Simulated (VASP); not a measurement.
Output of a VASP run:

File OSZICAR:
```
       N       E                     dE             d eps       ncg     rms          rms(c)
DAV:   1     0.259942080526E+02    0.25994E+02   -0.29156E+03   600   0.561E+02
DAV:   2    -0.461174137733E+00   -0.26455E+02   -0.26347E+02   592   0.168E+02
DAV:   3    -0.104502905816E+01   -0.58385E+00   -0.58373E+00   960   0.209E+01
DAV:   4    -0.105139256111E+01   -0.63635E-02   -0.63628E-02   872   0.180E+00
DAV:   5    -0.105142574495E+01   -0.33184E-04   -0.33184E-04  1008   0.912E-02    0.219E+00
DAV:   6    -0.105127322359E+01    0.15252E-03   -0.12026E-03   968   0.245E-01    0.134E+00
DAV:   7    -0.105152135095E+01   -0.24813E-03   -0.26756E-03   856   0.374E-01    0.498E-02
DAV:   8    -0.105159232220E+01   -0.70971E-04   -0.12181E-04   880   0.137E-01    0.149E-02
DAV:   9    -0.105159984781E+01   -0.75256E-05   -0.83457E-06   816   0.215E-02    0.563E-03
DAV:  10    -0.105159938075E+01    0.46706E-06   -0.25873E-06   928   0.137E-02
   1 F= -.10515994E+01 E0= -.10485973E+01  d E =-.600410E-02
```

File OUTCAR:
```
------------------------ aborting loop because EDIFF is reached ----------------------------------------
  FORCE on cell =-STRESS in cart. coord.  units (eV):
  Direction    XX          YY          ZZ          XY          YZ          ZX
  --------------------------------------------------------------------------------------
  Total       -0.0596340     -0.0596340     -0.0596340     -0.0000000     -0.0000000     -0.0000000
  in kB       -1.2981736     -1.2981736     -1.2981736     -0.0000000     -0.0000000     -0.0000000
  external PRESSURE =      -1.2981736 kB  Pullay stress =       0.0000000 kB
  volume of cell :       73.60
      direct lattice vectors                 reciprocal lattice vectors
    -2.640000000  2.640000000  2.640000000     0.000000000  0.189393939  0.189393939
     2.640000000 -2.640000000  2.640000000     0.189393939  0.000000000  0.189393939
     2.640000000  2.640000000 -2.640000000     0.189393939  0.189393939  0.000000000
 POSITION                                       TOTAL-FORCE (eV/Angst)
 -----------------------------------------------------------------------------------
      0.00000      0.00000      0.00000        -0.000000     -0.000000      0.000000
 -----------------------------------------------------------------------------------
    total drift:                                0.000000     -0.000000      0.000000
  FREE ENERGIE OF THE ION-ELECTRON SYSTEM (eV)
  ---------------------------------------------------
  free  energy   TOTEN  =        -1.0515993807 eV

  energy  without entropy=       -1.0455952761  energy(sigma->0) =       -1.04859733
```
(Selected blocks of OUTCAR.)

POSCAR:
```
K
1
   -2.6400000000     2.6400000000     2.6400000000
    2.6400000000    -2.6400000000     2.6400000000
    2.6400000000     2.6400000000    -2.6400000000
K
1
Direct
  0.0000000000   0.0000000000   0.0000000000
```

### Question
Write an INCAR and KPOINTS that could have produced this output.

### Answer
This is not unique; one that fits is the input of the run itself, PBE GGA, plane waves, VASP's PBE PAW potentials (set 64).

INCAR:
```
LASPH  =  T
LREAL  =  F   # projection in real space or not
ALGO  =  Normal   # blocked Davidson
NELM  =  100   # most electronic steps
EDIFF  =  1E-6   # SCF stop (eV)
PREC  =  Accurate
GGA  =  PE
ENCUT  =  300   # plane-wave cut-off (eV)
LWAVE  =  F
SYSTEM  =  K
SIGMA  =  0.136
ISMEAR  =  0   # Gaussian
ISIF  =  2   # forces and stress, cell fixed
LCHARG  =  F
```

### KPOINTS
```
Automatic mesh
0
Gamma
9 9 9
0 0 0
```

POTCAR, in this order: K_sv (PBE.64 set). Program: vasp_std.

At this cut-off the stress carries a Pulay error, which pulls relaxed volumes low.

The structure is a typed K crystal (Im-3m). The cell was not relaxed at this level.
